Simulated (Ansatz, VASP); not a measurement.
# GaAsHCl (Cl-GaAs-Cl chair under H-GaAs-H chair, AB) in two plane-wave programs, part 2 of 2

One calculation is typed for both programs; each brings its own data sets. How far apart do they land? The structure shown is the start of the Ansatz relaxation below; VASP solves that cell, so the two are compared at the walk's first step.

VASP 6.6.1 and Ansatz 0.2.0.

So far: The structure; Ansatz: relaxation, PBE with D3(BJ).

## Step 3: VASP: single point, PBE with D3(BJ), start cell

Level of this step: PBE with D3(BJ); plane waves and PAW (Cl, As, Ga_d, H) (VASP).

The same cell, functional, mesh and smearing now go to VASP, with its own data sets.

Lines of VASP's logs that name or quote its potential files are left out, and so is its time.

The input, INCAR:

```
SYSTEM = GaAsHCl
PREC = Accurate
ENCUT = 400
EDIFF = 1E-06
NELM = 120
ISMEAR = -1
SIGMA = 0.05
LREAL = .FALSE.
ALGO = Normal
GGA = PE
IVDW = 12
NBANDS = 34
LORBIT = 11
LWAVE = .FALSE.
LCHARG = .FALSE.
ISIF = 2
LDIPOL = .TRUE.
IDIPOL = 3
DIPOL = 0.5 0.5 0.507
LVHAR = .TRUE.
LASPH = .TRUE.
GGA_COMPAT = .FALSE.
NELMDL = -8
KPAR = 2
```

The input, POSCAR:

```
GaAsHCl
1.0
    3.9765000000      0.0000000000      0.0000000000
   -1.9882500000      3.4437500000      0.0000000000
    0.0000000000      0.0000000000     54.5866670000
Cl As Ga H
2 2 2 2
Direct
    0.6666667151      0.3333334301      0.3920371251
    0.3333332849      0.6666665699      0.4882755161
    0.6666667151      0.3333334301      0.4325232020
    0.0000000000      0.0000000000      0.5652173817
    0.3333332849      0.6666665699      0.4472398544
    0.6666667151      0.3333334301      0.5799340524
    0.0000000000      0.0000000000      0.5377381440
    0.6666667151      0.3333334301      0.6079628749
```

The input, KPOINTS:

```
Automatic mesh
0
Gamma
12 12 1
0 0 0
```

The projector-augmented-wave data sets are Cl, As, Ga_d and H (PBE family, release 64).

The run is started by

```
mpirun -np 2 vasp_std
```

Numbers of over 12 decimals in the logs are rounded to 6 here.

The program printed:

```text
[banner, memory and clock lines left out]
running    2 mpi-ranks, on    1 nodes
 distrk:  each k-point on    1 cores,    2 groups
 distr:  one band on    1 cores,    1 groups

 POSCAR found type information on POSCAR ClAsGaH
 POSCAR found :  4 types and       8 ions
 LDA part: xc-table for (Slater+PW92), standard interpolation
|                                                                             |
|           W    W    AA    RRRRR   N    N  II  N    N   GGGG   !!!           |
|           W    W   A  A   R    R  NN   N  II  NN   N  G    G  !!!           |
|           W    W  A    A  R    R  N N  N  II  N N  N  G       !!!           |
|           W WW W  AAAAAA  RRRRR   N  N N  II  N  N N  G  GGG   !            |
|           WW  WW  A    A  R   R   N   NN  II  N   NN  G    G                |
|           W    W  A    A  R    R  N    N  II  N    N   GGGG   !!!           |
|                                                                             |
|     One of the lattice vectors is very long (>50 A), but AMIN is rather     |
|     large. This can spoil convergence since charge sloshing might occur     |
|     along the long lattice vector. If problems with convergence are         |
|     observed, try to decrease AMIN to a smaller value (e.g. 0.01).          |
|     Note: This warning only applies if the self-consistency cycle is        |
|     used.                                                                   |
|                                                                             |

 POSCAR, INCAR and KPOINTS ok, starting setup
 FFT: planning ... GRIDC
 FFT: planning ... GRID_SOFT
 FFT: planning ... GRID
 WAVECAR not read
 entering main loop
       N       E                     dE             d eps       ncg     rms          rms(c)
DAV:   1     0.331792222315E+03    0.33179E+03   -0.17711E+04  1620   0.955E+02
DAV:   2     0.273417897440E+02   -0.30445E+03   -0.29730E+03  1840   0.222E+02
DAV:   3    -0.262959652154E+02   -0.53638E+02   -0.52876E+02  1574   0.930E+01
DAV:   4    -0.290085440210E+02   -0.27126E+01   -0.26938E+01  1902   0.255E+01
DAV:   5    -0.290560780933E+02   -0.47534E-01   -0.47485E-01  1648   0.308E+00
DAV:   6    -0.290580172128E+02   -0.19391E-02   -0.19388E-02  1982   0.672E-01
DAV:   7    -0.290580431890E+02   -0.25976E-04   -0.25973E-04  1664   0.759E-02
DAV:   8    -0.290580441840E+02   -0.99501E-06   -0.99474E-06  1774   0.153E-02    0.878E+00
DAV:   9    -0.281347302650E+02    0.92331E+00   -0.79406E-01  2072   0.120E+01    0.567E+00
DAV:  10    -0.279442051153E+02    0.19053E+00   -0.17103E+00  1604   0.988E+00    0.147E+00
DAV:  11    -0.279570472006E+02   -0.12842E-01   -0.69885E-01  1554   0.704E+00    0.783E-01
DAV:  12    -0.279355014607E+02    0.21546E-01   -0.64682E-02  1618   0.191E+00    0.448E-01
DAV:  13    -0.279250171859E+02    0.10484E-01   -0.22274E-02  1928   0.125E+00    0.320E-01
DAV:  14    -0.279253383877E+02   -0.32120E-03   -0.99182E-03  1582   0.468E-01    0.183E-01
[...]
DAV:  22    -0.279261485352E+02   -0.79999E-04   -0.25602E-06  1196   0.725E-03    0.386E-03
DAV:  23    -0.279262036035E+02   -0.55068E-04   -0.32117E-06  1132   0.719E-03    0.145E-03
DAV:  24    -0.279262252364E+02   -0.21633E-04   -0.49222E-07  1178   0.321E-03    0.141E-03
DAV:  25    -0.279262356914E+02   -0.10455E-04   -0.12861E-07  1084   0.260E-03    0.560E-04
DAV:  26    -0.279262500280E+02   -0.14337E-04   -0.21105E-07  1046   0.172E-03    0.443E-04
DAV:  27    -0.279262543531E+02   -0.43251E-05   -0.41689E-08  1106   0.116E-03    0.269E-04
DAV:  28    -0.279262585639E+02   -0.42108E-05   -0.86670E-08  1018   0.793E-04    0.257E-04
DAV:  29    -0.279262591100E+02   -0.54607E-06   -0.83350E-09  1034   0.561E-04
   1 F= -.29092224E+02 E0= -.29089275E+02  d E =-.589721E-02
```

From OUTCAR (step 3):

```text
ion  position               nearest neighbor table
   1  0.667  0.333  0.392-   3 2.21
   2  0.333  0.667  0.488-   5 2.24
   3  0.667  0.333  0.433-   1 2.21   5 2.43   5 2.43   5 2.43
   4  0.000  0.000  0.565-   7 1.50   6 2.43   6 2.43   6 2.43
   5  0.333  0.667  0.447-   2 2.24   3 2.43   3 2.43   3 2.43
   6  0.667  0.333  0.580-   8 1.53   4 2.43   4 2.43   4 2.43
   7  0.000  0.000  0.538-   4 1.50
   8  0.667  0.333  0.608-   6 1.53

  LATTYP: Found a hexagonal cell.
 ALAT       =     3.9765000000
 C/A-ratio  =    13.7273147240

 Subroutine GETGRP returns: Found  6 space group operations
 (whereof  6 operations were pure point group operations)

The static configuration has the point symmetry C_3v.

 Found     19 irreducible k-points:

   k-points           NKPTS =     19   k-points in BZ     NKDIM =     19   number of bands    NBANDS=     34

   dimension x,y,z NGX =    28 NGY =   28 NGZ =  360
   dimension x,y,z NGXF=    56 NGYF=   56 NGZF=  720

   ENCUT  =  400.0 eV  29.40 Ry    5.42 a.u.   6.48  6.48 89.02*2*pi/ulx,y,z

   NELECT =      52.0000    total number of electrons

 k-points in reciprocal lattice and weights: Automatic mesh
   0.00000000  0.00000000  0.00000000       0.007
   0.08333333 -0.00000000  0.00000000       0.042
   0.16666667 -0.00000000  0.00000000       0.042
   0.25000000  0.00000000  0.00000000       0.042
   0.33333333  0.00000000  0.00000000       0.042
   0.41666667  0.00000000  0.00000000       0.042
   0.50000000  0.00000000  0.00000000       0.021
   0.08333333  0.08333333  0.00000000       0.042
   0.16666667  0.08333333  0.00000000       0.083
[...]
0.33333333  0.25000000  0.00000000       0.083
   0.33333333  0.33333333  0.00000000       0.014

 dipolmoment           0.000000      0.000000      0.113068 electrons x Angstroem

 average (electrostatic) potential at core
       1-100.5238       2 -99.4567       3 -59.8136       4 -57.3203       5 -75.0899
       6 -72.9037       7 -40.6380       8 -38.6797

 E-fermi :  -3.4616

 k-point     1 :       0.0000    0.0000    0.0000
  band No.  band energies     occupation
    ...
     23      -4.9813      2.00000
     24      -4.9813      2.00000
     25      -3.5996      1.88093
     26      -3.4142      0.55823
     27      -3.4142      0.55820
     28      -3.3551      0.21242
     29      -1.3983      0.00000
     30      -0.2110      0.00000
     31      -0.2110      0.00000
     32       0.4389      0.00000
    ...

 k-point     2 :       0.0833   -0.0000    0.0000
  band No.  band energies     occupation
    ...
     22      -5.6857      2.00000
     23      -5.4998      2.00000
     24      -5.0716      2.00000
     25      -4.0578      1.99999
     26      -3.5458      1.68669
     27      -3.3871      0.36771
     28      -2.8766      0.00002
     29      -0.7865      0.00000
     30      -0.3344      0.00000
     31       0.0318      0.00000
    ...

 k-point     3 :       0.1667   -0.0000    0.0000
  band No.  band energies     occupation
    ...
     22      -6.1705      2.00000
     23      -5.8332      2.00000
     24      -5.2769      2.00000
     25      -4.9616      2.00000
     26      -3.8617      1.99933
     27      -3.2390      0.02303
     28      -2.2380      0.00000
     29      -0.2435      0.00000
     30      -0.1759      0.00000
     31       0.6617      0.00000
    ...

 Edisp (eV)   -1.16596

  Total       2.39166     2.39166    -2.35014     0.00000     0.00000     0.00000
  in kB       5.12614     5.12614    -5.03714     0.00000     0.00000     0.00000
  external pressure =        1.74 kB  Pullay stress =        0.00 kB

  energy-cutoff  :      400.00
  volume of cell :      747.51
      direct lattice vectors                 reciprocal lattice vectors
     3.976500000  0.000000000  0.000000000     0.251477430  0.145190563  0.000000000
    -1.988250000  3.443750000  0.000000000     0.000000000  0.290381125  0.000000000
     0.000000000  0.000000000 54.586667000     0.000000000  0.000000000  0.018319492

 POSITION                                       TOTAL-FORCE (eV/Angst)
 -----------------------------------------------------------------------------------
      1.98825      1.14792     21.40000        -0.000000     -0.000000      0.341059
     -0.00000      2.29583     26.65333         0.000000     -0.000000     -0.953047
      1.98825      1.14792     23.61000        -0.000000      0.000000     -0.179701
      0.00000      0.00000     30.85333        -0.000000     -0.000000      0.108101
     -0.00000      2.29583     24.41333        -0.000000      0.000000      0.869921
      1.98825      1.14792     31.65667         0.000000     -0.000000     -0.173689
      0.00000      0.00000     29.35333        -0.000000     -0.000000     -0.414063
      1.98825      1.14792     33.18667        -0.000000     -0.000000      0.401419
 -----------------------------------------------------------------------------------
    total drift:                                0.000002     -0.000060      0.000525

  FREE ENERGIE OF THE ION-ELECTRON SYSTEM (eV)
  ---------------------------------------------------
  free  energy   TOTEN  =       -29.0922237660 eV

  energy  without entropy=      -29.0863265514  energy(sigma->0) =      -29.08927516

 vacuum level on the upper side and lower side of the slab         2.417         0.923

 total charge
# of ion       s       p       d       tot
------------------------------------------
    1        1.611   3.455   0.000   5.067
    2        1.606   3.472   0.000   5.078
    3        1.228   1.502   0.059   2.789
    4        1.193   1.651   0.046   2.890
    5        0.871   0.793  10.021  11.684
    6        0.881   0.908   9.997  11.786
    7        0.541   0.018   0.000   0.559
    8        0.544   0.011   0.000   0.554
--------------------------------------------------
tot          8.474  11.809  20.123  40.407

[... 3 further parts left out ...]
```

## Step 4: Differences

Known differences besides the potentials themselves: Ansatz cuts the interaction across the vacuum, VASP repeats the sheet with a dipole correction; the data sets hold 72 valence electrons in Ansatz (on its default PAW (the set named soft_2) files) and 52 in VASP; the cutoff is 420 eV in Ansatz and 400 eV in VASP. Total energies have different zeros and are not compared.

Forces (eV/Å; atoms numbered as in POSCAR):

```
atom        Ansatz x, y, z          VASP x, y, z
 Cl1   0.000, 0.000, 0.351   0.000, 0.000, 0.341
 Cl2  0.000, 0.000, -0.943  0.000, 0.000, -0.953
 As3  0.000, 0.000, -0.181  0.000, 0.000, -0.180
 As4   0.000, 0.000, 0.019   0.000, 0.000, 0.108
 Ga5   0.000, 0.000, 0.851   0.000, 0.000, 0.870
 Ga6  0.000, 0.000, -0.214  0.000, 0.000, -0.174
  H7  0.000, 0.000, -0.309  0.000, 0.000, -0.414
  H8   0.000, 0.000, 0.425   0.000, 0.000, 0.401
```

The forces differ by 30 meV/Å r.m.s., which is 10.0 % of the r.m.s. force of 0.302 eV/Å (both taken over all components). With vacuum in the cell, a pressure given here is an average over mostly empty space and none of the material.

## Step 5: Results

```json
{
 "r.m.s. force difference (single point, PBE with D3(BJ), start cell)": "10.0 % of the r.m.s. force"
}
```

In words: The r.m.s. force difference is 10.0 % of the r.m.s. force (single point, PBE with D3(BJ), start cell), beyond the 3 % picked in this series as the mark of a large difference. The data sets hold unlike numbers of valence electrons (72 in Ansatz and 52 in VASP), so part of the differences comes from the potentials. What causes the difference of the single point, PBE with D3(BJ), start cell pair stays open here. 1 further run of this series is not shown here. How closely two codes agree says nothing of how well the functional describes the real material.

[Lines on the potential files, build, host, timing and source positions are cut from VASP's logs without a mark.]

[Logs are printed without paths, hosts, clocks, repeated set-up lines and the standing remarks that a program may print on its own settings, such as how far it seeks lower states.]

[Hosts, paths, dates, database ids (printed as entryN), source tags and the programs' standing remarks are cut or masked in the printed files.]
